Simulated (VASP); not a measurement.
Data:

```xyz
3
Lattice="4.2901 0.0000 0.0000 -2.1451 3.7154 0.0000 0.0000 0.0000 6.9209" Properties=species:S:1:pos:R:3 pbc="T T T"
Te     0.0000     0.0000     0.0000
Na     0.0000     2.4769     1.7441
Na     2.1451     1.2385     5.1768
```

Method: PBE GGA, VASP's PBE PAW potentials (set 64) (plane waves; VASP). Settings: 400 eV cut-off, 5×5×3 Γ-centred mesh, Gaussian smearing of 0.050 eV, potentials Te Na_pv.

Unless said otherwise, spin-orbit coupling is left out, though it shifts the bands of the heavy elements here.

Predict the energy per atom (σ→0), pressure, largest force, band gap (on the k-mesh) with the smallest direct gap where there is one.

* **band gap (on the k-mesh)**: none (metal, semimetal or under 0.01 eV)
* **energy per atom (σ→0)**: -2.413 eV/atom
* **pressure**: 12.5 kbar
* **largest force**: 0.388 eV/Å

The structure was generated: Na2Te was put into the CdI2 type (P-3m1), which need not be its known phase. The cell was not relaxed at this level. The k-mesh is coarse (spacing up to 0.34 per Å, 2π included), so the numbers may not be converged in it.
